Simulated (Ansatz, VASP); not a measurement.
## Two plane-wave programs on Ta4O

```
Ta O
1.0
     3.25750    0.00000    0.00000
     0.00000    3.25750    0.00000
     0.00000    0.00000    7.40934
Ta O
4 1
Direct
  0.00000 0.00000 0.50000
  0.50000 0.50000 0.78316
  0.50000 0.50000 0.21684
  0.00000 0.00000 0.00000
  0.50000 0.50000 0.50000
```

Alike in both runs: task single point; functional PBE; k mesh 10 × 10 × 4; occupations gaussian, width 0.1 eV; no spin polarisation.

```csv
,VASP,Ansatz
version,VASP 6.6.1,Ansatz 0.2.0
potentials or method,"VASP PAW PBE potentials, release 64 (Ta_pv, O)","scalar-relativistic, plane waves, PAW"
plane-wave cutoff (eV),520,420
valence electrons in the cell,50,58
```

|  | VASP | Ansatz | Ansatz less VASP |
| --- | --- | --- | --- |
| gap on the k mesh at the Fermi level (eV) | none | none | - |
| pressure (GPa) | -0.6 | -0.8 | -0.24 |
| largest component of the traceless stress (GPa) | 0.08 | 0.21 | +0.132 |
| rms of the force components (eV/Å) | 0.008 | 0.021 | +0.0130 |

Atom by atom the forces differ by 0.013 eV/Å (rms over components). A gap of «none» marks a metal or a gap that the smearing closes. The two sets of potentials don't hold the same shells in valence.

Spin-orbit coupling is left out, which matters for the levels of Ta.
